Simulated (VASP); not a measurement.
VASP ran on this input.

File KPOINTS:
```
Automatic mesh
0
Gamma
7 7 4
0 0 0
```

**POSCAR**
```
TaSb
1.0
  4.4072707365   0.0000000000   0.0000000000
 -2.2036353682   3.8168082910   0.0000000000
  0.0000000000   0.0000000000   7.1656639585
Ta Sb
2 2
Cart
 -0.0000022036   2.5445401329   0.0017122476
  2.2036375719   1.2722681581   3.5845442268
 -0.0000022036   2.5445401329   2.6854117369
  2.2036375719   1.2722681581   6.2682437161
```

### INCAR
```
SYSTEM = TaSb
ISMEAR = 1   # Methfessel-Paxton
ENCUT = 400   # plane-wave cut-off (eV)
ALGO = Normal   # blocked Davidson
ISIF = 3   # ions, shape and volume
LWAVE = .False.
LCHARG = .False.
LASPH = .True.
LMAXMIX = 6   # l cut-off of mixed one-centre charges
GGA = PS
SIGMA = 0.1   # width (eV)
EDIFFG = -0.02   # ionic stop
LREAL = .False.
IBRION = 2
PREC = Accurate
EDIFF = 1E-6
NELM = 100   # most electronic steps
NSW = 60   # most ionic steps
```

POTCAR, in this order: Ta_pv Sb (PBE.64 set). Program: vasp_std.

### Question
Translate this PBEsol calculation to Ansatz.

### Answer
One equivalent input (not run):
Ansatz 0.2 input:
```yaml
crystal:
  lattice:
    - [4.4072707, 0.0000000, 0.0000000]
    - [-2.2036354, 3.8168083, 0.0000000]
    - [0.0000000, 0.0000000, 7.1656640]
  atoms:
    - { symbol: Ta, position: [0.3333330, 0.6666670, 0.0002390] }
    - { symbol: Ta, position: [0.6666670, 0.3333330, 0.5002390] }
    - { symbol: Sb, position: [0.3333330, 0.6666670, 0.3747610] }
    - { symbol: Sb, position: [0.6666670, 0.3333330, 0.8747610] }
kpoints:
  mp_grid: { grid: [7, 7, 4] }
hamiltonian:
  xc: pbesol
  pseudopotentials: { kind: paw }
scf:
  occupations: { method: methfessel_paxton, width: 0.1 }
  max_iter: 100
relax:
  max_steps: 60
  f_tol: 0.02
  cell: {}
output: { forces: true, stress: true, eigenvalues: true }
```
Limits of the translation: each code has its own PAW files, so the cut-off isn't converted (ENCUT is set for VASP's; basis.ecutwfc is left out, and Ansatz then takes the one that its files recommend); Ansatz stops its SCF on the density residual and VASP on the energy change (EDIFF).

The structure was generated: TaSb was put into the wurtzite type (P6_3mc), which need not be its known phase. This run relaxes it. Symmetry was kept, so distortions that lower it aren't found. The k-mesh is coarse (spacing up to 0.33 per Å, 2π included), so the numbers may not be converged in it. The start is the result of an earlier pass.
